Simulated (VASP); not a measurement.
Level of theory: r2SCAN meta-GGA, VASP's PBE PAW potentials (set 64) (plane waves; VASP 6.6.1).

Gaps are without spin-orbit coupling.

```
Quantity                                               Value
---------------------------------------------  -------------
volume per atom                                34.00 Å³/atom
band gap (over mesh and band path)                   0.10 eV
smallest direct gap (over mesh and band path)        0.46 eV
```

**Question.** Which relaxed crystal gives these values?
A. TiO2, C2/c (15)
B. Mg3CdO4, Pm-3m (221)
C. GaN, P6_3mc (186)
D. BiSb, R3m (160)

**Answer.** D, BiSb, R3m (160)
